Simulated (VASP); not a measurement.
Consider the following.

```
CELL_PARAMETERS angstrom
      1.78000    -3.08305     0.00000
      1.78000     3.08305     0.00000
      0.00000     0.00000     5.59000
ATOMIC_POSITIONS crystal
  Er 0.33333 0.66667 0.25000
  Er 0.66667 0.33333 0.75000
```

All values below come from revTPSS meta-GGA, VASP's PBE PAW potentials (set 64) (plane waves; VASP). Run with 520 eV cut-off, 11×11×6 Γ-centred mesh, first-order Methfessel-Paxton smearing of 0.10 eV, potentials Er_3.

The 4f electrons are frozen in the core of the lanthanide potential, so 4f levels, which can set the real gap, and their magnetism are missing. Energy and stress use the plane-wave basis of the starting cell.

Task: The ions, cell shape and volume are relaxed. What does this cell relax into?

Result: 
```
CELL_PARAMETERS angstrom
      1.76705    -3.06062     0.00000
      1.76705     3.06062     0.00000
      0.00000     0.00000     5.45267
ATOMIC_POSITIONS crystal
  Er 0.33333 0.66667 0.25000
  Er 0.66667 0.33333 0.75000
```
Space group P6_3/mmc (194), at a tolerance of 0.03 Å.

Task: How do energy and volume change from the first to the last step?

Result: The energy (σ→0) changes by -7.6 meV/atom and the volume by -3.9 %, in 5 ionic steps.

The compound is Er in the hcp structure. This run relaxes it. Symmetry was kept, so distortions that lower it aren't found.
